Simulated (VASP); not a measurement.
VASP ran on this input.

**INCAR**
```
SYSTEM = WC
PREC = Accurate
ENCUT = 520
EDIFF = 1E-6
NELM = 60
ALGO = VeryFast
LREAL = .FALSE.
LASPH = .TRUE.
ISMEAR = 1
SIGMA = 0.1
GGA = PE
LMAXMIX = 6
LWAVE = .FALSE.
LCHARG = .FALSE.
ISIF = 2
NELMDL = -1
```

**POSCAR**
```
WC
1
    1.4841000000    -2.5705370000     0.0000000000
    1.4841000000     2.5705370000     0.0000000000
    0.0000000000     0.0000000000     2.8968000000
W C
1 1
Direct
  0.0000000000   0.0000000000   0.0000000000
  0.3333330000   0.6666670000   0.5000000000
```

File KPOINTS:
```
Automatic mesh
0
Gamma
11 11 10
0 0 0
```

POTCAR, in this order: W_sv C (PBE.64 set). Program: vasp_std.

Output

**standard output**
```
...
RMM:  22     0.456628374476E+03   -0.19538E+00   -0.56388E+00  4765   0.174E+01    0.297E+01
RMM:  23     0.456365283294E+03   -0.26309E+00   -0.43989E+00  4782   0.154E+01    0.270E+01
RMM:  24     0.456532396415E+03    0.16711E+00   -0.42741E+00  4781   0.145E+01    0.214E+01
RMM:  25     0.456366437974E+03   -0.16596E+00   -0.39711E+00  4833   0.136E+01    0.194E+01
RMM:  26     0.456418007899E+03    0.51570E-01   -0.40268E+00  4796   0.130E+01    0.183E+01
RMM:  27     0.455623928225E+03   -0.79408E+00   -0.34795E+00  4787   0.119E+01    0.206E+01
RMM:  28     0.456067754304E+03    0.44383E+00   -0.41418E+00  4794   0.121E+01    0.170E+01
RMM:  29     0.456415930829E+03    0.34818E+00   -0.36690E+00  4801   0.123E+01    0.168E+01
RMM:  30     0.457107427401E+03    0.69150E+00   -0.37550E+00  4777   0.132E+01    0.144E+01
RMM:  31     0.458093534526E+03    0.98611E+00   -0.51991E+00  4896   0.167E+01    0.967E+00
RMM:  32     0.458365478551E+03    0.27194E+00   -0.16282E+00  4821   0.141E+01    0.824E+00
RMM:  33     0.458386049574E+03    0.20571E-01   -0.17139E+00  4840   0.123E+01    0.143E+01
RMM:  34     0.458329593190E+03   -0.56456E-01   -0.15600E+00  4870   0.109E+01    0.165E+01
RMM:  35     0.458256244657E+03   -0.73349E-01   -0.17446E+00  4797   0.115E+01    0.180E+01
RMM:  36     0.458053810073E+03   -0.20243E+00   -0.12759E+00  4791   0.106E+01    0.245E+01
RMM:  37     0.457936752092E+03   -0.11706E+00   -0.11978E+00  4838   0.911E+00    0.244E+01
RMM:  38     0.457898159673E+03   -0.38592E-01   -0.10691E+00  4858   0.802E+00    0.200E+01
RMM:  39     0.457798749185E+03   -0.99410E-01   -0.11135E+00  4802   0.722E+00    0.180E+01
RMM:  40     0.457720072063E+03   -0.78677E-01   -0.95777E-01  4746   0.673E+00    0.154E+01
RMM:  41     0.457641252483E+03   -0.78820E-01   -0.10155E+00  4793   0.638E+00    0.144E+01
RMM:  42     0.457560022897E+03   -0.81230E-01   -0.91254E-01  4807   0.609E+00    0.135E+01
RMM:  43     0.457478936985E+03   -0.81086E-01   -0.10070E+00  4807   0.600E+00    0.125E+01
RMM:  44     0.457414494666E+03   -0.64442E-01   -0.63356E-01  4803   0.557E+00    0.119E+01
RMM:  45     0.457345521998E+03   -0.68973E-01   -0.64196E-01  4756   0.521E+00    0.113E+01
RMM:  46     0.457285979592E+03   -0.59542E-01   -0.58033E-01  4794   0.489E+00    0.102E+01
RMM:  47     0.457224345937E+03   -0.61634E-01   -0.54937E-01  4618   0.475E+00    0.945E+00
RMM:  48     0.457166517410E+03   -0.57829E-01   -0.55963E-01  4802   0.447E+00    0.924E+00
RMM:  49     0.457105142662E+03   -0.61375E-01   -0.62671E-01  4799   0.429E+00    0.892E+00
RMM:  50     0.457047832566E+03   -0.57310E-01   -0.57469E-01  4691   0.411E+00    0.879E+00
RMM:  51     0.456986646414E+03   -0.61186E-01   -0.56423E-01  4615   0.401E+00    0.855E+00
RMM:  52     0.456941296474E+03   -0.45350E-01   -0.56855E-01  4789   0.413E+00    0.524E+00
RMM:  53     0.456891076627E+03   -0.50220E-01   -0.50773E-01  4804   0.389E+00    0.373E+00
RMM:  54     0.456846620233E+03   -0.44456E-01   -0.51285E-01  4804   0.399E+00    0.220E+00
WARNING in EDDRMM: call to ZHEGV failed, returncode =   8  4      2
RMM:  55     0.456802530347E+03   -0.44090E-01   -0.49234E-01  4826   0.414E+00    0.851E-01
RMM:  56     0.456763559384E+03   -0.38971E-01   -0.39352E-01  4808   0.389E+00    0.104E+00
RMM:  57     0.456732204965E+03   -0.31354E-01   -0.29309E-01  4700   0.362E+00    0.149E+00
RMM:  58     0.456700829587E+03   -0.31375E-01   -0.31344E-01  4700   0.334E+00    0.145E+00
RMM:  59     0.456673312794E+03   -0.27517E-01   -0.27892E-01  4608   0.320E+00    0.138E+00
RMM:  60     0.456647740700E+03   -0.25572E-01   -0.25987E-01  4693   0.312E+00

 -----------------------------------------------------------------------------
|                                                                             |
|           W    W    AA    RRRRR   N    N  II  N    N   GGGG   !!!           |
|           W    W   A  A   R    R  NN   N  II  NN   N  G    G  !!!           |
|           W    W  A    A  R    R  N N  N  II  N N  N  G       !!!           |
|           W WW W  AAAAAA  RRRRR   N  N N  II  N  N N  G  GGG   !            |
|           WW  WW  A    A  R   R   N   NN  II  N   NN  G    G                |
|           W    W  A    A  R    R  N    N  II  N    N   GGGG   !!!           |
|                                                                             |
|     The electronic self-consistency was not achieved in the given           |
|     number of steps (NELM). The forces and other quantities evaluated       |
|     might not be reliable so examine the results carefully. If you find     |
|     spurious results, we suggest increasing NELM, if you were close to      |
|     convergence or switching to a different ALGO or adjusting the           |
|     density mixing parameters otherwise.                                    |
|                                                                             |
 -----------------------------------------------------------------------------

   1 F= 0.45664774E+03 E0= 0.45664761E+03  d E =0.397185E-03
```

File OUTCAR:
```
------------------------ aborting loop EDIFF was not reached (unconverged)  ----------------------------
  FORCE on cell =-STRESS in cart. coord.  units (eV):
  Direction    XX          YY          ZZ          XY          YZ          ZX
  --------------------------------------------------------------------------------------
  Total       55.4531336     55.4531507     60.9649366      0.0000000     -0.0000000      0.0000000
  in kB     4019.7694327   4019.7706727   4419.3172234      0.0000000     -0.0000000      0.0000000
  external PRESSURE =    4152.9524429 kB  Pullay stress =       0.0000000 kB
  volume of cell :       22.10
      direct lattice vectors                 reciprocal lattice vectors
     1.484100000 -2.570537000  0.000000000     0.336904521 -0.194511886  0.000000000
     1.484100000  2.570537000  0.000000000     0.336904521  0.194511886  0.000000000
     0.000000000  0.000000000  2.896800000     0.000000000  0.000000000  0.345208506
 POSITION                                       TOTAL-FORCE (eV/Angst)
 -----------------------------------------------------------------------------------
      0.00000      0.00000      0.00000         0.000000      0.000000      0.000000
      1.48410      0.85685      1.44840        -0.000000     -0.000000      0.000000
 -----------------------------------------------------------------------------------
    total drift:                                0.000000     -0.000504     -0.000000
  FREE ENERGIE OF THE ION-ELECTRON SYSTEM (eV)
  ---------------------------------------------------
  free  energy   TOTEN  =       456.6477406996 eV

  energy  without entropy=      456.6473435141  energy(sigma->0) =      456.64760830
```
(Selected blocks of OUTCAR.)

Task: Read the log: what went wrong, and how is it fixed?

Result: The cause: ALGO = VeryFast starts from random orbitals with almost no delay (NELMDL = -1). The run did not converge; its last values are not results. Against the sound run, the energy per atom (σ→0) increases by 239.523 eV/atom; the pressure rises by 431.45 GPa. To mend it, set ALGO = Normal, remove NELMDL.

The mended run (PBE GGA, plane waves, VASP's PBE PAW potentials (set 64)) converges, and its OSZICAR ends with
```
   1 F= -.22399095E+02 E0= -.22399188E+02  d E =0.279002E-03
```

The compound is WC in the wc structure. The cell was not relaxed at this level.
